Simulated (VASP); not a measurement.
All values below come from PBEsol GGA, VASP's PBE PAW potentials (set 64) (plane waves; VASP).

VASP input:

**POSCAR**
```
TmB2
1
    3.2858614710     0.0000000000     0.0000000000
   -1.6429307356     2.8035855621     0.0000000000
    0.0000000000     0.0000000000     3.7879189428
Tm B
1 2
Direct
  0.0000000000   0.0000000000   0.0000000000
  0.3333330000   0.6666670000   0.5000000000
  0.6666670000   0.3333330000   0.5000000000
```

**KPOINTS**
```
Automatic mesh
0
G
10 10 8
0 0 0
```

### INCAR
```
SYSTEM = TmB2
PREC = Accurate
ENCUT = 600
EDIFF = 1E-7
NELM = 100
ALGO = Normal
LREAL = .FALSE.
LASPH = .TRUE.
ISMEAR = 1
SIGMA = 0.1
GGA = PS
LMAXMIX = 6
LWAVE = .FALSE.
LCHARG = .FALSE.
ISIF = 2
```

POTCAR, in this order: Tm_3 B (PBE.64 set). Program: vasp_std.

The run wrote:

**OSZICAR**
```
       N       E                     dE             d eps       ncg     rms          rms(c)
DAV:   1     0.589175765321E+02    0.58918E+02   -0.73876E+03  3506   0.142E+03
DAV:   2    -0.165358220130E+02   -0.75453E+02   -0.70966E+02  3969   0.340E+02
DAV:   3    -0.218074855644E+02   -0.52717E+01   -0.48962E+01  5574   0.607E+01
DAV:   4    -0.219371757408E+02   -0.12969E+00   -0.12877E+00  5315   0.726E+00
DAV:   5    -0.219383991051E+02   -0.12234E-02   -0.12224E-02  4611   0.611E-01    0.290E+01
DAV:   6    -0.211056554132E+02    0.83274E+00   -0.20086E+00  5653   0.107E+01    0.202E+01
DAV:   7    -0.211319486153E+02   -0.26293E-01   -0.81768E-01  5694   0.700E+00    0.460E+00
DAV:   8    -0.210991604303E+02    0.32788E-01   -0.34852E-01  5688   0.457E+00    0.616E-01
DAV:   9    -0.210933655666E+02    0.57949E-02   -0.24415E-02  5658   0.129E+00    0.156E-01
DAV:  10    -0.210933503893E+02    0.15177E-04   -0.66340E-04  4390   0.214E-01    0.158E-01
DAV:  11    -0.210933508869E+02   -0.49754E-06   -0.26736E-05  5528   0.588E-02    0.219E-02
DAV:  12    -0.210933503925E+02    0.49439E-06   -0.32747E-06  5683   0.153E-02    0.630E-03
DAV:  13    -0.210933505988E+02   -0.20634E-06   -0.14424E-07  3134   0.491E-03    0.170E-03
DAV:  14    -0.210933505807E+02    0.18148E-07   -0.37040E-08  2587   0.329E-03
   1 F= -.21093351E+02 E0= -.21093233E+02  d E =-.351667E-03
```

File OUTCAR:
```
------------------------ aborting loop because EDIFF is reached ----------------------------------------
  FORCE on cell =-STRESS in cart. coord.  units (eV):
  Direction    XX          YY          ZZ          XY          YZ          ZX
  --------------------------------------------------------------------------------------
  Total       -1.5753582     -0.3665622     -1.3812227      0.0000000      0.0000000      0.0000000
  in kB      -72.3312818    -16.8304029    -63.4177074      0.0000000      0.0000000      0.0000000
  external PRESSURE =     -50.8597974 kB  Pullay stress =       0.0000000 kB
  volume of cell :       34.90
      direct lattice vectors                 reciprocal lattice vectors
     3.285861471  0.000000000  0.000000000     0.304334193  0.178343050  0.000000000
    -1.642930736  2.803585562  0.000000000     0.000000000  0.356686100  0.000000000
     0.000000000  0.000000000  3.787918943     0.000000000  0.000000000  0.263997201
 POSITION                                       TOTAL-FORCE (eV/Angst)
 -----------------------------------------------------------------------------------
      0.00000      0.00000      0.00000         0.000000      0.000000      0.000000
     -0.00000      1.86906      1.89396        -0.000000      0.075360      0.000000
      1.64293      0.93453      1.89396         0.000000     -0.075360      0.000000
 -----------------------------------------------------------------------------------
    total drift:                               -0.000000      0.000000      0.000000
  FREE ENERGIE OF THE ION-ELECTRON SYSTEM (eV)
  ---------------------------------------------------
  free  energy   TOTEN  =       -21.0933505807 eV

  energy  without entropy=      -21.0929989135  energy(sigma->0) =      -21.09323336
```
(Selected blocks of OUTCAR.)

The 4f electrons are frozen in the core of the lanthanide potential, so 4f levels, which can set the real gap, and their magnetism are missing.

The structure comes from a computed database's TmB2 entry (P6/mmm); how it stands against other phases isn't given here. This cell was strained or had an atom moved on purpose. The electron count is odd and the run is not spin-polarised, which forces a metal.
